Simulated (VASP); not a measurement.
Method: optB88-vdW, VASP's PBE PAW potentials (set 64) (plane waves; VASP 6.6.1).

The input files of a VASP run:

### POSCAR
```
Te
1
    2.2406877426    -3.8809847093     0.0000000000
    2.2406877426     3.8809847093    -0.0000000000
   -0.0000000000    -0.0000000000     6.0060373977
Te
3
Direct
  0.0000000000   0.2730015346   0.6666670000
  0.7269984654   0.7269984654   0.0000000000
  0.2730015346   0.0000000000   0.3333330000
```

File KPOINTS:
```
Automatic mesh
0
Gamma
7 7 4
0 0 0
```

INCAR:
```
# general
SYSTEM   = Te
PREC     = Accurate
ENCUT    = 520
LREAL    = .False.
LASPH    = .True.

# electronic loop
EDIFF    = 1E-7
NELM     = 100
ALGO     = Normal
LMAXMIX  = 4

# smearing
ISMEAR   = -5

# functional
GGA      = BO
LUSE_VDW = .True.
AGGAC    = 0.0
PARAM1   = 0.1833333333
PARAM2   = 0.22

# ions
ISIF     = 2

# output
LWAVE    = .False.
LCHARG   = .True.
LORBIT   = 11
NEDOS    = 601

# other
LEFG     = .True.
```

POTCAR, in this order: Te (PBE.64 set). Program: vasp_std.

Q: Predict the energy per atom (σ→0).

A: 
```
Quantity                       Result
---------------------  --------------
energy per atom (σ→0)  -1.224 eV/atom
```

### OSZICAR
```
...
DAV:   8    -0.367090732324E+01    0.78542E-03   -0.74981E-03   728   0.569E-01    0.172E-01
DAV:   9    -0.367094796329E+01   -0.40640E-04   -0.23259E-04   942   0.117E-01    0.102E-01
DAV:  10    -0.367099775629E+01   -0.49793E-04   -0.48423E-05   743   0.623E-02    0.227E-02
DAV:  11    -0.367099489773E+01    0.28586E-05   -0.18325E-05   758   0.311E-02    0.169E-02
DAV:  12    -0.367099505457E+01   -0.15685E-06   -0.19419E-06   883   0.935E-03    0.492E-03
DAV:  13    -0.367099489439E+01    0.16019E-06   -0.19238E-07   519   0.385E-03    0.147E-03
DAV:  14    -0.367099481248E+01    0.81908E-07   -0.43718E-08   374   0.172E-03
   1 F= -.36709948E+01 E0= -.36709948E+01  d E =0.000000E+00
```

The compound is Te in the trig structure. It was relaxed first.
